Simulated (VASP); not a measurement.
# Te2Mo: input slips in a band-gap run and what they do

Aim: see how common mistakes in a band-structure run show up, on Te2Mo. The starting structure is a measured crystal structure from the Crystallography Open Database. The atoms were first relaxed with LDA in that cell, in a run that isn't shown, and the relaxed structure is the one below.

Method: Kohn-Sham DFT with plane waves and PAW; LDA, in VASP 6.6.1.

## Step 1: Starting point

Symmetry: P6_3/mmc, No. 194, hexagonal system. The conventional cell has a = 3.518 Å, b = 3.518 Å, c = 13.974 Å, α = 90.00°, β = 90.00°, γ = 120.00°. Nearest to Te lie 3 Mo at 2.70 Å. Nearest to Mo lie 6 Te at 2.70 Å. Farther neighbours and most contacts between anions are not listed.

## Step 2: Reference bands

INCAR

```
SYSTEM = Te2Mo
PREC = Accurate
ENCUT = 350
EDIFF = 1E-06
NELM = 100
ISMEAR = 0
SIGMA = 0.03
LREAL = .FALSE.
ALGO = Normal
GGA = CA
NBANDS = 42
LASPH = .TRUE.
LORBIT = 11
LWAVE = .FALSE.
LCHARG = .FALSE.
KPAR = 8
```

POSCAR

```
Te2Mo
1.0
    3.5182000000      0.0000000000      0.0000000000
   -1.7591000000      3.0468505756      0.0000000000
    0.0000000000      0.0000000000     13.9736000000
Te Mo
4 2
Direct
    0.6666666667      0.3333333333      0.3777982746
    0.3333333333      0.6666666667      0.8777982746
    0.6666666667      0.3333333333      0.1222017254
    0.3333333333      0.6666666667      0.6222017254
    0.6666666667      0.3333333333      0.7500000000
    0.3333333333      0.6666666667      0.2500000000
```

KPOINTS

```
Automatic mesh
0
Gamma
8 8 2
0 0 0
```

KPOINTS_OPT

```
Line mode
8
Line-mode
Reciprocal
  0.00000000   0.00000000   0.00000000 GAMMA
  0.50000000   0.00000000   0.00000000 M

  0.50000000   0.00000000   0.00000000 M
  0.33333333   0.33333333   0.00000000 K

  0.33333333   0.33333333   0.00000000 K
  0.00000000   0.00000000   0.00000000 GAMMA

  0.00000000   0.00000000   0.00000000 GAMMA
  0.00000000   0.00000000   0.50000000 A

  0.00000000   0.00000000   0.50000000 A
  0.50000000   0.00000000   0.50000000 L

  0.50000000   0.00000000   0.50000000 L
  0.33333333   0.33333333   0.50000000 H

  0.33333333   0.33333333   0.50000000 H
  0.00000000   0.00000000   0.50000000 A

  0.50000000   0.00000000   0.50000000 L
  0.50000000   0.00000000   0.00000000 M

  0.33333333   0.33333333   0.00000000 K
  0.33333333   0.33333333   0.50000000 H
```

PAW data sets: Te and Mo_sv (LDA family, release 64).

Run with:

```console
> mpirun -np 8 vasp_std
```

The program printed:

```text
[banner, memory and clock lines left out]
running    8 mpi-ranks, on    1 nodes
 distrk:  each k-point on    1 cores,    8 groups
 distr:  one band on    1 cores,    1 groups

 POSCAR found type information on POSCAR TeMo
 POSCAR found :  2 types and       6 ions
|                                                                             |
|           W    W    AA    RRRRR   N    N  II  N    N   GGGG   !!!           |
|           W    W   A  A   R    R  NN   N  II  NN   N  G    G  !!!           |
|           W    W  A    A  R    R  N N  N  II  N N  N  G       !!!           |
|           W WW W  AAAAAA  RRRRR   N  N N  II  N  N N  G  GGG   !            |
|           WW  WW  A    A  R   R   N   NN  II  N   NN  G    G                |
|           W    W  A    A  R    R  N    N  II  N    N   GGGG   !!!           |
|                                                                             |
|     For optimal performance we recommend to set                             |
|       NCORE = 2 up to number-of-cores-per-socket                            |
|     NCORE specifies how many cores store one orbital (NPAR=cpu/NCORE).      |
|     This setting can greatly improve the performance of VASP for DFT.       |
|     The default, NCORE=1 might be grossly inefficient on modern             |
|     multi-core architectures or massively parallel machines. Do your        |
|     Unfortunately you need to use the default for GW and RPA                |
|     calculations (for HF NCORE is supported but not extensively tested      |
|     yet).                                                                   |
|                                                                             |

 LDA part: xc-table for (Slater(with rela. corr.)+CA(PZ))
 , standard interpolation
 POSCAR, INCAR and KPOINTS ok, starting setup
 FFT: planning ... GRIDC
 FFT: planning ... GRID_SOFT
 FFT: planning ... GRID
 WAVECAR not read
 entering main loop
       N       E                     dE             d eps       ncg     rms          rms(c)
DAV:   1     0.307330643871E+03    0.30733E+03   -0.21902E+04  1976   0.816E+02
DAV:   2    -0.264862045488E+02   -0.33382E+03   -0.31888E+03  1976   0.248E+02
DAV:   3    -0.423247100163E+02   -0.15839E+02   -0.15567E+02  1942   0.479E+01
DAV:   4    -0.426069049074E+02   -0.28219E+00   -0.28195E+00  1992   0.652E+00
DAV:   5    -0.426144668158E+02   -0.75619E-02   -0.75615E-02  1974   0.103E+00    0.226E+01
DAV:   6    -0.417328835795E+02    0.88158E+00   -0.46591E+00  1770   0.116E+01    0.880E+00
DAV:   7    -0.416290931211E+02    0.10379E+00   -0.31139E+00  1744   0.930E+00    0.631E+00
DAV:   8    -0.412293887878E+02    0.39970E+00   -0.73874E-01  1798   0.485E+00    0.191E+00
DAV:   9    -0.412328502372E+02   -0.34614E-02   -0.10783E-01  1918   0.124E+00    0.915E-01
DAV:  10    -0.412273756045E+02    0.54746E-02   -0.19080E-02  1804   0.758E-01    0.239E-01
DAV:  11    -0.412274793079E+02   -0.10370E-03   -0.12328E-03  2104   0.141E-01    0.164E-01
DAV:  12    -0.412275087945E+02   -0.29487E-04   -0.13110E-04  1858   0.485E-02    0.181E-01
DAV:  13    -0.412274218938E+02    0.86901E-04   -0.32446E-04  1786   0.953E-02    0.456E-03
DAV:  14    -0.412274226375E+02   -0.74373E-06   -0.10052E-05  1910   0.140E-02    0.137E-02
DAV:  15    -0.412274226138E+02    0.23727E-07   -0.14879E-07   978   0.189E-03
   1 F= -.41227423E+02 E0= -.41227423E+02  d E =-.430472E-42
 Start KPOINTS_OPT (optional k-point list driver)
k-point batch [1-20\72]
       N       E                     dE             ncg
DAV:   1    -0.128016885053E+04   -0.24196E+05     1992
DAV:   2    -0.784008261736E+04   -0.65599E+04     1962
DAV:   3    -0.815829141203E+04   -0.31821E+03     2002
DAV:   4    -0.816414532655E+04   -0.58539E+01     1952
DAV:   5    -0.816430745569E+04   -0.16213E+00     1996
DAV:   6    -0.816431215718E+04   -0.47015E-02     1966
DAV:   7    -0.816431237552E+04   -0.21834E-03     2038
DAV:   8    -0.816431238619E+04   -0.10670E-04     1500
DAV:   9    -0.816431238675E+04   -0.56081E-06     1294
[...]
k-point batch [61-72\72]
       N       E                     dE             ncg
DAV:   1     0.573133170345E+04   -0.19443E+05     1200
DAV:   2     0.194368682840E+04   -0.37876E+04     1172
DAV:   3     0.175931740941E+04   -0.18437E+03     1160
DAV:   4     0.175612646997E+04   -0.31909E+01     1152
DAV:   5     0.175604622022E+04   -0.80250E-01     1094
DAV:   6     0.175604300161E+04   -0.32186E-02     1140
DAV:   7     0.175604285241E+04   -0.14919E-03     1106
DAV:   8     0.175604284522E+04   -0.71986E-05      938
DAV:   9     0.175604284487E+04   -0.34925E-06      634
```

Elapsed: 21 s, on 8 MPI ranks of Intel Xeon Platinum 8559C (Emerald Rapids), shared host; peak memory 2.1 GiB; 2.7 min of CPU time.

The logs omit lines about the potential files and the build; timing stands in the text.

From OUTCAR (step 2):

```text
ion  position               nearest neighbor table
   1  0.667  0.333  0.378-   6 2.70   6 2.70   6 2.70   3 3.57
   2  0.333  0.667  0.878-   5 2.70   5 2.70   5 2.70   4 3.57
   3  0.667  0.333  0.122-   6 2.70   6 2.70   6 2.70   1 3.57
   4  0.333  0.667  0.622-   5 2.70   5 2.70   5 2.70   2 3.57
   5  0.667  0.333  0.750-   2 2.70   4 2.70   2 2.70   4 2.70   2 2.70   4 2.70
   6  0.333  0.667  0.250-   1 2.70   3 2.70   1 2.70   3 2.70   1 2.70   3 2.70

  LATTYP: Found a hexagonal cell.
 ALAT       =     3.5182000000
 C/A-ratio  =     3.9718037633

 Subroutine GETGRP returns: Found 24 space group operations
 (whereof 12 operations were pure point group operations)

The static configuration has the point symmetry D_3d.
 The point group associated with its full space group is D_6h.

 Found     20 irreducible k-points:

   k-points           NKPTS =     20   k-points in BZ     NKDIM =     20   number of bands    NBANDS=     42

   dimension x,y,z NGX =    24 NGY =   24 NGZ =   90
   dimension x,y,z NGXF=    48 NGYF=   48 NGZF=  180

   ENCUT  =  350.0 eV  25.72 Ry    5.07 a.u.   5.37  5.37 21.32*2*pi/ulx,y,z

   NELECT =      52.0000    total number of electrons

 k-points in reciprocal lattice and weights: Automatic mesh
   0.00000000  0.00000000  0.00000000       0.008
   0.12500000  0.00000000  0.00000000       0.047
   0.25000000  0.00000000  0.00000000       0.047
   0.37500000  0.00000000  0.00000000       0.047
   0.50000000  0.00000000  0.00000000       0.023
   0.12500000  0.12500000  0.00000000       0.047
   0.25000000  0.12500000  0.00000000       0.094
   0.37500000  0.12500000  0.00000000       0.094
   0.25000000  0.25000000  0.00000000       0.047
[...]
0.25000000  0.25000000  0.50000000       0.047
   0.37500000  0.25000000  0.50000000       0.047

 average (electrostatic) potential at core
       1 -86.9746       2 -86.9746       3 -86.9746       4 -86.9746       5 -73.5343
       6 -73.5343

 E-fermi :   8.3198

 k-point     1 :       0.0000    0.0000    0.0000
  band No.  band energies     occupation
    ...
     22       6.9325      2.00000
     23       6.9325      2.00000
     24       6.9681      2.00000
     25       7.7118      2.00000
     26       8.0373      2.00000
     27      10.9143      0.00000
     28      10.9143      0.00000
     29      11.0346      0.00000
     30      11.0346      0.00000
     31      11.1649      0.00000
    ...

 k-point     2 :       0.1250    0.0000    0.0000
  band No.  band energies     occupation
    ...
     22       6.6641      2.00000
     23       6.8798      2.00000
     24       7.0141      2.00000
     25       7.7919      2.00000
     26       7.9256      2.00000
     27      10.2780      0.00000
     28      10.3286      0.00000
     29      10.3535      0.00000
     30      10.4308      0.00000
     31      10.6895      0.00000
    ...

 k-point     3 :       0.2500    0.0000    0.0000
  band No.  band energies     occupation
    ...
     22       6.7142      2.00000
     23       6.7857      2.00000
     24       6.9154      2.00000
     25       7.1017      2.00000
     26       7.2296      2.00000
     27       9.1951      0.00000
     28       9.8047      0.00000
     29       9.8933      0.00000
     30       9.9395      0.00000
     31      10.1890      0.00000
    ...

  Total       -2.3301877     -2.3301877     -1.1206805      0.0000000     -0.0000000      0.0000000
  in kB      -24.9242160    -24.9242160    -11.9870527      0.0000000     -0.0000000      0.0000000
  external PRESSURE =     -20.6118282 kB  Pullay stress =       0.0000000 kB

  energy-cutoff  :      350.00
  volume of cell :      149.79
      direct lattice vectors                 reciprocal lattice vectors
     3.518200000  0.000000000  0.000000000     0.284236257  0.164103880  0.000000000
    -1.759100000  3.046850576  0.000000000     0.000000000  0.328207759  0.000000000
     0.000000000  0.000000000 13.973600000     0.000000000  0.000000000  0.071563520

 POSITION                                       TOTAL-FORCE (eV/Angst)
 -----------------------------------------------------------------------------------
      1.75910      1.01562      5.27920        -0.000000     -0.000000     -0.000276
     -0.00000      2.03123     12.26600        -0.000000     -0.000000     -0.000276
      1.75910      1.01562      1.70760        -0.000000     -0.000000      0.000276
     -0.00000      2.03123      8.69440        -0.000000     -0.000000      0.000276
      1.75910      1.01562     10.48020         0.000000     -0.000000      0.000000
     -0.00000      2.03123      3.49340        -0.000000      0.000000      0.000000
 -----------------------------------------------------------------------------------
    total drift:                               -0.000000      0.000000     -0.000000

  FREE ENERGIE OF THE ION-ELECTRON SYSTEM (eV)
  ---------------------------------------------------
  free  energy   TOTEN  =       -41.2274226138 eV

  energy  without entropy=      -41.2274226138  energy(sigma->0) =      -41.22742261

 total charge
# of ion       s       p       d       tot
------------------------------------------
    1        1.391   1.989   0.069   3.449
    2        1.391   1.989   0.069   3.449
    3        1.391   1.989   0.069   3.449
    4        1.391   1.989   0.069   3.449
    5        2.262   6.151   4.020  12.433
    6        2.262   6.151   4.020  12.433
--------------------------------------------------
tot         10.088  20.258   8.314  38.660

[... 3 further parts left out ...]
```

Spin-orbit coupling is off here; with elements this heavy it can split and shift levels by tenths of an eV. At this level the cell is under a tension of 2.1 GPa, so at these settings it is away from equilibrium.

The reference gap is 0.687 eV.

## Step 3: Bands with one electron missing

A slip made on purpose: one electron missing. Against step 2 the input has NELECT = 51 (also changed: NELM).

Edit INCAR of step 2 so:

```diff
@@ -4,3 +4,3 @@
 EDIFF = 1E-06
-NELM = 100
+NELM = 60
 ISMEAR = 0
@@ -16 +16,2 @@
 KPAR = 8
+NELECT = 51
```

POSCAR is that of step 2.

KPOINTS is that of step 2.

KPOINTS_OPT is that of step 2.

Run with:

```console
> mpirun -np 8 vasp_std
```

The program printed:

```text
[banner, memory and clock lines left out]
running    8 mpi-ranks, on    1 nodes
[...]
[... a notice as in an earlier step ...]

 LDA part: xc-table for (Slater(with rela. corr.)+CA(PZ))
 , standard interpolation
 POSCAR, INCAR and KPOINTS ok, starting setup
[...]
entering main loop
       N       E                     dE             d eps       ncg     rms          rms(c)
DAV:   1     0.291048340652E+03    0.29105E+03   -0.21234E+04  1976   0.790E+02
DAV:   2    -0.348525561440E+02   -0.32590E+03   -0.31145E+03  1976   0.244E+02
DAV:   3    -0.502554721737E+02   -0.15403E+02   -0.15097E+02  1942   0.469E+01
DAV:   4    -0.505322611769E+02   -0.27679E+00   -0.27654E+00  1992   0.639E+00
DAV:   5    -0.505397518003E+02   -0.74906E-02   -0.74902E-02  1974   0.102E+00BRMIX: very serious problems
 the old and the new charge density differ
 old charge density:    52.00000 new   51.00000
BRMIX: very serious problems
 the old and the new charge density differ
 old charge density:    52.00000 new   51.00000
BRMIX: very serious problems
[...]
1 F= -.48959315E+02 E0= -.48958106E+02  d E =-.241893E-02
 Start KPOINTS_OPT (optional k-point list driver)
k-point batch [1-20\72]
       N       E                     dE             ncg
DAV:   1    -0.179860372770E+04   -0.24060E+05     1992
DAV:   2    -0.815892095191E+04   -0.63603E+04     1970
DAV:   3    -0.846373716562E+04   -0.30482E+03     1986
DAV:   4    -0.846948670241E+04   -0.57495E+01     1952
DAV:   5    -0.846965552997E+04   -0.16883E+00     1984
DAV:   6    -0.846966052778E+04   -0.49978E-02     1972
DAV:   7    -0.846966076675E+04   -0.23897E-03     2016
DAV:   8    -0.846966077880E+04   -0.12051E-04     1498
DAV:   9    -0.846966077946E+04   -0.65871E-06     1340
[...]
k-point batch [61-72\72]
       N       E                     dE             ncg
DAV:   1     0.523474858155E+04   -0.19232E+05     1200
DAV:   2     0.156281848879E+04   -0.36719E+04     1172
DAV:   3     0.138691109028E+04   -0.17591E+03     1152
DAV:   4     0.138380771317E+04   -0.31034E+01     1160
DAV:   5     0.138372521705E+04   -0.82496E-01     1094
DAV:   6     0.138372179397E+04   -0.34231E-02     1140
DAV:   7     0.138372163087E+04   -0.16311E-03     1108
DAV:   8     0.138372162278E+04   -0.80831E-05      954
DAV:   9     0.138372162237E+04   -0.41083E-06      650
```

Wall time 30 s (8 MPI ranks); peak memory 2.1 GiB.

Parts of OUTCAR (step 3):

```text
  Total      -15.0848292    -15.0848292    -15.8897016      0.0000000      0.0000000      0.0000000
  in kB     -161.3507509   -161.3507509   -169.9598488      0.0000000      0.0000000      0.0000000
  external PRESSURE =    -164.2204502 kB  Pullay stress =       0.0000000 kB

 POSITION                                       TOTAL-FORCE (eV/Angst)
 -----------------------------------------------------------------------------------
      1.75910      1.01562      5.27920         0.000000      0.000000      0.099623
     -0.00000      2.03123     12.26600        -0.000000     -0.000000      0.099623
      1.75910      1.01562      1.70760         0.000000      0.000000     -0.099623
     -0.00000      2.03123      8.69440        -0.000000     -0.000000     -0.099623
      1.75910      1.01562     10.48020        -0.000000     -0.000000      0.000000
     -0.00000      2.03123      3.49340         0.000000      0.000000      0.000000
 -----------------------------------------------------------------------------------
    total drift:                               -0.000000      0.000000     -0.000000

  FREE ENERGIE OF THE ION-ELECTRON SYSTEM (eV)
  ---------------------------------------------------
  free  energy   TOTEN  =       -48.9593154448 eV

  energy  without entropy=      -48.9568965135  energy(sigma->0) =      -48.95810598

[... 2 parts as in an earlier step ...]

[... 1 further part left out ...]
[key lines of the parts left out:]
E-fermi :   7.5273
```

With one electron missing there is no gap to read, since by its occupations the run counts as a metal (its levels may still leave one).

## Step 4: Bands with a k mesh far too coarse and no band path

A slip made on purpose: a k mesh far too coarse and no band path. Against step 2 the input has a 1×1×1 mesh and no band path (also changed: NELM, NBANDS, NCORE and KPAR).

Edit INCAR of step 3 so:

```diff
@@ -10,3 +10,3 @@
 GGA = CA
-NBANDS = 42
+NBANDS = 32
 LASPH = .TRUE.
@@ -15,3 +15,2 @@
 LCHARG = .FALSE.
-KPAR = 8
-NELECT = 51
+NCORE = 8
```

POSCAR is that of step 3.

KPOINTS

```
Automatic mesh
0
Gamma
1 1 1
0 0 0
```

Run with:

```console
> mpirun -np 8 vasp_std
```

The program printed:

```text
[banner, memory and clock lines left out]
running    8 mpi-ranks, on    1 nodes
[...]
[... a notice as in an earlier step ...]

 LDA part: xc-table for (Slater(with rela. corr.)+CA(PZ))
 , standard interpolation
 POSCAR, INCAR and KPOINTS ok, starting setup
[...]
entering main loop
       N       E                     dE             d eps       ncg     rms          rms(c)
DAV:   1     0.349742728798E+03    0.34974E+03   -0.22884E+04    80   0.105E+03
DAV:   2    -0.106739281877E+02   -0.36042E+03   -0.35041E+03    72   0.313E+02
DAV:   3    -0.280859753805E+02   -0.17412E+02   -0.17259E+02    80   0.585E+01
DAV:   4    -0.284670233608E+02   -0.38105E+00   -0.37888E+00    88   0.855E+00
[...]
DAV:  14    -0.219081480717E+02    0.11908E-04   -0.90021E-05    80   0.508E-02    0.143E-02
DAV:  15    -0.219081488611E+02   -0.78941E-06   -0.10412E-05    80   0.111E-02    0.118E-02
DAV:  16    -0.219081485278E+02    0.33332E-06   -0.51552E-07    56   0.473E-03
   1 F= -.21908149E+02 E0= -.21908149E+02  d E =-.829215E-12
```

The job ended after 2.6 s (8 MPI ranks; peak memory 0.82 GiB; 13 s of CPU time).

OUTCAR, selected parts (step 4):

```text
  Total       19.2389204     19.2389204     -2.0474710      0.0000000      0.0000000      0.0000000
  in kB      205.7838523    205.7838523    -21.9002141      0.0000000      0.0000000      0.0000000
  external PRESSURE =     129.8891635 kB  Pullay stress =       0.0000000 kB

 POSITION                                       TOTAL-FORCE (eV/Angst)
 -----------------------------------------------------------------------------------
      1.75910      1.01562      5.27920         0.000000     -0.000000     -4.511511
     -0.00000      2.03123     12.26600        -0.000000      0.000000     -4.511511
      1.75910      1.01562      1.70760         0.000000     -0.000000      4.511511
     -0.00000      2.03123      8.69440        -0.000000      0.000000      4.511511
      1.75910      1.01562     10.48020         0.000000     -0.000000     -0.000000
     -0.00000      2.03123      3.49340         0.000000      0.000000     -0.000000
 -----------------------------------------------------------------------------------
    total drift:                               -0.000000      0.000000     -0.000000

  FREE ENERGIE OF THE ION-ELECTRON SYSTEM (eV)
  ---------------------------------------------------
  free  energy   TOTEN  =       -21.9081485278 eV

  energy  without entropy=      -21.9081485278  energy(sigma->0) =      -21.90814853

[... 1 part as in an earlier step ...]

[... 2 further parts left out ...]
[key lines of the parts left out:]
E-fermi :   9.5393
```

With a k mesh far too coarse and no band path the gap is 1.948 eV, +1.262 eV from the reference, read on the mesh alone.

(Part 1 of 2 ends here.)

[Lines on the potential files, build, host, timing and source positions are cut from VASP's logs without a mark.]

[Logs are printed without paths, hosts, clocks, repeated set-up lines and the standing remarks that a program may print on its own settings, such as how far it seeks lower states.]

[Hosts, paths, dates, database ids (printed as entryN), source tags and the programs' standing remarks are cut or masked in the printed files.]
